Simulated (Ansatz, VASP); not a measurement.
# C in two plane-wave programs, part 2 of 2

Wanted: the spread between two codes on one cell, functional and k mesh.

VASP 6.6.1 and Ansatz 0.2.0.

So far: Set-up; Ansatz: relaxation of cell and atoms, PBE; VASP: relaxation of cell and atoms, PBE.

**4. Side by side**

Known differences besides the potentials themselves: both relaxations stop at a tolerance, which leaves soft axes loose, and VASP keeps its plane-wave basis; the cutoff is 420 eV in Ansatz and 560 eV in VASP; VASP leaves aspherical gradient terms in its spheres out (LASPH is not set), Ansatz keeps them; Ansatz adds a Pulay correction to the stress that steers its cell, VASP none. Total energies have different zeros and are not compared.

The two programs side by side:

| quantity | Ansatz | VASP | difference |
| --- | --- | --- | --- |
| volume (Å³) | 11.39 | 11.40 | -0.09 % |
| edge a after relaxation, in the typed setting (Å) | 2.525 | 2.526 | -0.03 % |

The walks stopped with 0.05 GPa left in Ansatz and 0.01 GPa in VASP; each walk ends within a tolerance, so the volume difference is uncertain by about these residues over the bulk modulus, most in soft cells.

**5. Ansatz: relaxation of cell and atoms, PBE with D3(BJ)**

The relaxed volume is the usual yardstick between codes: its relative difference is about their pressure difference at one cell divided by the bulk modulus.

File input.yaml:

```yaml
crystal:
  lattice:
    - [0.0, 1.783318, 1.783318]
    - [1.783318, 0.0, 1.783318]
    - [1.783318, 1.783318, 0.0]
  atoms:
    - { symbol: C, position: [0.75, 0.75, 0.75] }
    - { symbol: C, position: [0.5, 0.5, 0.5] }
hamiltonian:
  xc: pbe
  pseudopotentials: { kind: paw }
  dispersion: d3bj
kpoints:
  mp_grid: { grid: [11, 11, 11] }
scf:
  occupations: { method: fermi_dirac, width: 0.05 }
relax:
  f_tol: 0.01
  max_steps: 60
  cell: { stress_tol: 0.05 }
output:
  forces: true
  stress: true
  write_density: true
  write_potential: true
  elf: true
  volumetric_format: npy
```

Command:

```sh
> ansatz run input.yaml --threads 4 --pin off --max-ram 9216MiB --backend cpu --events-out ev --progress --plain --runs-dir out
```

Numbers of over 12 decimals in the logs are rounded to 6 here.

What it wrote:

```text
[...]
Crystal: 2 atoms, lattice volume = 11.343 Å³
Basis set: ecut = 420 eV, 229 PW (Γ), exchange–correlation on 36×36×36 points (8 copies of the dense FFT grid, shifted against one another)
Bands: 8, of which v1, the nominal top of the filled ones, is band 4 counted from 1 (3 counted from 0)
Symmetry: 48 space group operations
[...]
k-points: 56 of 1331
[...]
P = ⅓ Tr σ = -0.0056 GPa (-0.056 kbar)
--- Band table (eV; the first three rows and the last of 56) ---
[...]
--- Relaxed structure (4 steps of the walk, 4 accepted, 2 SCFs on fresh bases) ---
[...]
cell:  # Å, volume = 11.2499 Å³
    - [0, 1.778442, 1.778442]
    - [1.778442, 0, 1.778442]
    - [1.778442, 1.778442, 0]
  atoms:
    - { symbol: C, position: [0.750000, 0.750000, 0.750000] }
    - { symbol: C, position: [0.5, 0.5, 0.5] }
[key lines of the parts left out:]
SCF converged after 7 iterations
Free energy (F): -501.999106 eV
Fermi energy:    15.525965 eV
```

It took 1 s on 4 threads of Arm Neoverse V2, shared host; peak memory 0.26 GiB.

**6. VASP: relaxation of cell and atoms, PBE with D3(BJ)**

The same cell, functional, mesh and smearing now go to VASP, with its own data sets and cutoff.

File INCAR:

```
SYSTEM = C
PREC = Accurate
ENCUT = 560
EDIFF = 1E-06
NELM = 100
ISMEAR = -1
SIGMA = 0.05
LREAL = .FALSE.
ALGO = Normal
GGA = PE
IVDW = 12
NBANDS = 10
LORBIT = 11
LWAVE = .FALSE.
LCHARG = .FALSE.
KPAR = 2
IBRION = 2
NSW = 60
ISIF = 3
EDIFFG = -0.01
```

File POSCAR:

```
C
1.0
    0.0000000000      1.7833180000      1.7833180000
    1.7833180000      0.0000000000      1.7833180000
    1.7833180000      1.7833180000      0.0000000000
C
2
Direct
    0.7500000000      0.7500000000      0.7500000000
    0.5000000000      0.5000000000      0.5000000000
```

File KPOINTS:

```
Automatic mesh
0
Gamma
11 11 11
0 0 0
```

Potentials, in the order of the species: C (PBE family, release 64).

Command:

```sh
> mpirun -np 2 vasp_std
```

What it wrote:

```text
[... set-up lines as in an earlier step ...]
 entering main loop
       N       E                     dE             d eps       ncg     rms          rms(c)
[... 11 cycles as in an earlier step ...]
   1 F= -.18569532E+02 E0= -.18569532E+02  d E =-.185695E+02
[...]
N       E                     dE             d eps       ncg     rms          rms(c)
DAV:   1    -0.181812700967E+02    0.56284E-02   -0.76290E-02  1194   0.245E+00    0.252E-01
DAV:   2    -0.181804208410E+02    0.84926E-03   -0.90259E-04  1194   0.259E-01    0.141E-01
DAV:   3    -0.181800644801E+02    0.35636E-03   -0.57471E-04  1174   0.176E-01    0.203E-02
DAV:   4    -0.181800644378E+02    0.42377E-07   -0.71442E-06  1208   0.256E-02
   2 F= -.18569087E+02 E0= -.18569087E+02  d E =0.444988E-03
 trial-energy change:    0.000445  1 .order    0.000489   -0.003794    0.004773
 step:   0.4506(harm=  0.4429)  dis= 0.00000  next Energy=   -18.570391 (dE=-0.859E-03)
[...]
N       E                     dE             d eps       ncg     rms          rms(c)
DAV:   1    -0.181852628712E+02   -0.51984E-02   -0.22755E-02  1196   0.133E+00    0.138E-01
DAV:   2    -0.181850073969E+02    0.25547E-03   -0.26753E-04  1188   0.141E-01    0.775E-02
DAV:   3    -0.181848967434E+02    0.11065E-03   -0.17179E-04  1174   0.962E-02    0.107E-02
DAV:   4    -0.181848964255E+02    0.31786E-06   -0.21794E-06  1180   0.141E-02
   3 F= -.18570391E+02 E0= -.18570391E+02  d E =-.858319E-03
[...]
reached required accuracy - stopping structural energy minimisation
```

From OUTCAR (step 6):

```text
 Edisp (eV)   -0.38902

 Edisp (eV)   -0.38549

  Total      -0.00023    -0.00023    -0.00023    -0.00000     0.00000     0.00000
  in kB      -0.03332    -0.03332    -0.03332    -0.00000     0.00000     0.00000
  external pressure =       -0.03 kB  Pullay stress =        0.00 kB

 POSITION                                       TOTAL-FORCE (eV/Angst)
 -----------------------------------------------------------------------------------
      2.66832      2.66832      2.66832        -0.000000     -0.000000     -0.000000
      1.77888      1.77888      1.77888         0.000000      0.000000      0.000000
 -----------------------------------------------------------------------------------
    total drift:                                0.000000     -0.000000      0.000000

  FREE ENERGIE OF THE ION-ELECTRON SYSTEM (eV)
  ---------------------------------------------------
  free  energy   TOTEN  =       -18.5703906010 eV

  energy  without entropy=      -18.5703906009  energy(sigma->0) =      -18.57039060

[... 2 parts as in an earlier step ...]

[... 2 further parts left out ...]
[key lines of the parts left out:]
E-fermi :  10.7691
```

**7. Differences**

Both answers:

| quantity | Ansatz | VASP | difference |
| --- | --- | --- | --- |
| volume (Å³) | 11.25 | 11.26 | -0.07 % |
| edge a after relaxation, in the typed setting (Å) | 2.515 | 2.516 | -0.02 % |

The walks stopped with -0.01 GPa left in Ansatz and 0.00 GPa in VASP; each walk ends within a tolerance, so the volume difference is uncertain by about these residues over the bulk modulus, most in soft cells.

**8. Outcome**

| Property | Result |
| --- | --- |
| difference in volume (relaxation of cell and atoms, PBE) | -0.090 % |
| difference in volume (relaxation of cell and atoms, PBE with D3(BJ)) | -0.074 % |

**Reading.** The difference in volume is -0.090 % (relaxation of cell and atoms, PBE), within the 1.2 % picked in this series as the mark of a large difference, as far as the stopping tolerances let one tell. How closely two codes agree says nothing of how well the functional describes the real material.

[Lines on the potential files, build, host, timing and source positions are cut from VASP's logs without a mark.]

[Logs are printed without paths, hosts, clocks, repeated set-up lines and the standing remarks that a program may print on its own settings, such as how far it seeks lower states.]

[Hosts, paths, dates, database ids (printed as entryN), source tags and the programs' standing remarks are cut or masked in the printed files.]
